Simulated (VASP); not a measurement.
```
CELL_PARAMETERS angstrom
      3.96654     0.00000     0.00000
      0.00000     3.96654     0.00000
      0.00000     0.00000     3.96654
ATOMIC_POSITIONS crystal
  Sr 0.00000 0.00000 0.00000
  Ti 0.50000 0.50000 0.50000
  O  0.50000 0.00000 0.50000
  O  0.00000 0.50000 0.50000
  O  0.50000 0.50000 0.00000
```

Computed with TPSS meta-GGA, VASP's PBE PAW potentials (set 64) (plane waves; VASP). Numerical set-up: 520 eV cut-off, 6×6×6 Γ-centred mesh, Gaussian smearing of 0.050 eV, potentials Sr_sv Ti_sv O.

Q: Estimate the energy per atom (σ→0), pressure, band gap (on the k-mesh) with the smallest direct gap where there is one.

A: 
```json
{
 "band gap (on the k-mesh)": "1.86 eV",
 "smallest direct gap (on the k-mesh)": "2.26 eV",
 "energy per atom (σ→0)": "-12.564 eV/atom",
 "pressure": "-4.90 GPa"
}
```

The compound is SrTiO3 in the cubic perovskite structure, the ideal cubic form; the compound distorts at low or room temperature. This cell is one point of a volume scan, at 1.03 of the reference volume.
